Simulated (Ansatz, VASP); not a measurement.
# Cross-check of WS2 between VASP and Ansatz, part 2 of 2

Wanted: the spread between two codes on one cell, functional and k mesh. Of the first pair: The structure shown is the start of the Ansatz relaxation below; VASP solves that cell, so the two are compared at the walk's first step.

VASP 6.6.1 and Ansatz 0.2.0.

So far. Step 4 (Side by side): The forces differ by 13 meV/Å r.m.s., which is 14.7 % of the r.m.s. force of 0.092 eV/Å (both taken over all components). With vacuum in the cell, a pressure given here is an average over mostly empty space and none of the material.

## (6) Ansatz: relaxation, PBEsol with D3(BJ)

Level of this step: Ansatz beside VASP: Kohn-Sham DFT, plane waves, PBEsol with D3(BJ) (Ansatz).

This run makes the geometry at which the two programs are then compared.

The structure compared here is the end of the Ansatz relaxation.

input.yaml reads:

```yaml
crystal:
  lattice:
    - [3.18320856, 0.0, 0.0]
    - [-1.59160428, 2.756739479, 0.0]
    - [0.0, 0.0, 18.1181716282]
  atoms:
    - { symbol: S, position: [0.333333333, 0.666666667, 0.586050946] }
    - { symbol: W, position: [0.666666667, 0.333333333, 0.499993886] }
    - { symbol: S, position: [0.333333333, 0.666666667, 0.413949054] }
kpoints:
  mp_grid: { grid: [12, 12, 1] }
scf:
  occupations: { method: fermi_dirac, width: 0.02 }
  n_extra_bands: 8
hamiltonian:
  xc: pbesol
  pseudopotentials: { kind: paw }
  dispersion: d3bj
output:
  forces: true
  write_potential: true
  volumetric_format: []
relax:
  f_tol: 0.03
  max_steps: 45
  cell: { fix: [c, alpha, beta] }
```

Command:

```sh
ansatz run input.yaml --threads 2 --pin off --max-ram 4096MiB --backend cpu --events-out ev --progress --plain --runs-dir out
```

Numbers of over 12 decimals in the logs are rounded to 6 here.

The program printed:

```text
[...]
Crystal: 3 atoms, lattice volume = 158.992 Å³
Basis set: ecut = 420 eV, 3121 PW (Γ), exchange–correlation on 48×48×250 points (8 copies of the dense FFT grid, shifted against one another)
Bands: 21, of which v1, the nominal top of the filled ones, is band 13 counted from 1 (12 counted from 0)
Symmetry: 12 space group operations
[...]
--- Relaxed structure (4 steps of the walk, 4 accepted, 1 SCFs on fresh bases) ---
[...]
cell:  # Å, volume = 153.1044 Å³
    - [3.123715, 0.0, 0.0]
    - [-1.561857, 2.705216, 0.0]
    - [0.0, 0.0, 18.1181716282]
  atoms:
    - { symbol: S, position: [0.333333, 0.666667, 0.586794] }
    - { symbol: W, position: [0.666667, 0.333333, 0.5] }
    - { symbol: S, position: [0.333333, 0.666667, 0.413206] }
[key lines of the parts left out:]
SCF converged after 6 iterations
Free energy (F): -12029.808337 eV
Fermi energy:    1.073000 eV
P = ⅓ Tr σ = -0.0132 GPa (-0.132 kbar)
```

## (7) VASP: single point, PBEsol with D3(BJ), relaxed cell, pair 2

The same cell, functional, mesh and smearing now go to VASP, with its own data sets.

INCAR reads:

```
SYSTEM = WS2
PREC = Accurate
ENCUT = 600
EDIFF = 1E-06
NELM = 120
ISMEAR = -1
SIGMA = 0.02
LREAL = .FALSE.
ALGO = Normal
GGA = PS
IVDW = 12
NBANDS = 15
LASPH = .TRUE.
LORBIT = 11
LWAVE = .FALSE.
LCHARG = .FALSE.
ISIF = 2
GGA_COMPAT = .FALSE.
EFERMI = MIDGAP
```

POSCAR reads:

```
WS2
1.0
    3.1237147647      0.0000000000      0.0000000000
   -1.5618573823      2.7052163404      0.0000000000
    0.0000000000      0.0000000000     18.1181716282
S W
2 1
Direct
    0.3333333334      0.6666666666      0.5867940877
    0.3333333334      0.6666666666      0.4132059123
    0.6666666667      0.3333333333      0.5000000000
```

KPOINTS reads:

```
Automatic mesh
0
Gamma
12 12 1
0 0 0
```

PAW data sets: S and W (PBE family, release 64).

Command:

```sh
mpirun -np 1 vasp_std
```

The program printed:

```text
[banner, memory and clock lines left out]
running    1 mpi-ranks, on    1 nodes
[...]
[... a notice as in an earlier step ...]

 LDA part: xc-table for (Slater+PW92), standard interpolation
 POSCAR, INCAR and KPOINTS ok, starting setup
[...]
entering main loop
       N       E                     dE             d eps       ncg     rms          rms(c)
DAV:   1     0.132610288692E+03    0.13261E+03   -0.71182E+03   570   0.103E+03
DAV:   2    -0.119107236439E+02   -0.14452E+03   -0.13260E+03   894   0.200E+02
DAV:   3    -0.263287293429E+02   -0.14418E+02   -0.14265E+02   802   0.704E+01
DAV:   4    -0.266205485440E+02   -0.29182E+00   -0.29123E+00   739   0.120E+01
[...]
DAV:  20    -0.253065584401E+02   -0.12049E-04   -0.10120E-06   564   0.301E-03    0.827E-04
DAV:  21    -0.253065600918E+02   -0.16517E-05   -0.10241E-07   586   0.136E-03    0.544E-04
DAV:  22    -0.253065605237E+02   -0.43187E-06   -0.24524E-08   516   0.529E-04
   1 F= -.26065194E+02 E0= -.26065194E+02  d E =-.220304E-22
```

From OUTCAR (step 7):

```text
 Edisp (eV)   -0.75863

  Total      -0.13337    -0.13337    -0.07183    -0.00000    -0.00000     0.00000
  in kB      -1.39566    -1.39566    -0.75170    -0.00000    -0.00000     0.00000
  external pressure =       -1.18 kB  Pullay stress =        0.00 kB

 POSITION                                       TOTAL-FORCE (eV/Angst)
 -----------------------------------------------------------------------------------
      0.00000      1.80348     10.63164        -0.000000     -0.000000     -0.016709
      0.00000      1.80348      7.48654        -0.000000      0.000000      0.016709
      1.56186      0.90174      9.05909         0.000000     -0.000000     -0.000000
 -----------------------------------------------------------------------------------
    total drift:                               -0.000000      0.000000      0.000000

  FREE ENERGIE OF THE ION-ELECTRON SYSTEM (eV)
  ---------------------------------------------------
  free  energy   TOTEN  =       -26.0651937792 eV

  energy  without entropy=      -26.0651937792  energy(sigma->0) =      -26.06519378

[... 1 part as in an earlier step ...]

[... 2 further parts left out ...]
[key lines of the parts left out:]
E-fermi :  -0.7501
```

## (8) Comparison

What differs besides the data sets and the points named for the pairs above, as far as they apply: the data sets hold 26 valence electrons in Ansatz (on its default PAW (the set named soft_2) files) and 18 in VASP; the cutoff is 420 eV in Ansatz and 600 eV in VASP; Ansatz's pressure holds a Pulay correction, VASP's none. Total energies have different zeros and are not compared.

The two programs side by side:

| quantity | Ansatz | VASP | difference |
| --- | --- | --- | --- |
| pressure (GPa) | -0.01 | -0.12 | +0.10 |
| gap on the k mesh (eV) | 1.990 | 1.987 | +0.003 |

At this near-relaxed geometry the largest component of a force difference is 14 meV/Å. A gap on the mesh is an upper bound, since the band edges may lie between its points; neither run holds spin-orbit coupling, which can move the band edges of a compound of W. With vacuum in the cell, a pressure given here is an average over mostly empty space and none of the material.

## (9) Results

```json
{"r.m.s. force difference (single point, PBEsol with D3(BJ), start cell, pair 1)": "13 meV/Å", "difference in gap on the k mesh (single point, PBEsol with D3(BJ), relaxed cell, pair 2)": "0.0026 eV", "r.m.s. force difference (single point, PBEsol with D3(BJ), relaxed cell, pair 2)": "6.7 meV/Å"}
```

**Reading.** The r.m.s. force difference is 13 meV/Å (single point, PBEsol with D3(BJ), start cell, pair 1), beyond the 12 meV/Å picked in this series as the mark of a large difference. The data sets hold unlike numbers of valence electrons (26 in Ansatz and 18 in VASP), so part of the differences comes from the potentials. For single point, PBEsol with D3(BJ), start cell, pair 1, no further run moves any of the tabulated differences by more than a quarter of its size. How closely two codes agree says nothing of how well the functional describes the real material.

[Lines on the potential files, build, host, timing and source positions are cut from VASP's logs without a mark.]

[Logs are printed without paths, hosts, clocks, repeated set-up lines and the standing remarks that a program may print on its own settings, such as how far it seeks lower states.]

[Hosts, paths, dates, database ids (printed as entryN), source tags and the programs' standing remarks are cut or masked in the printed files.]
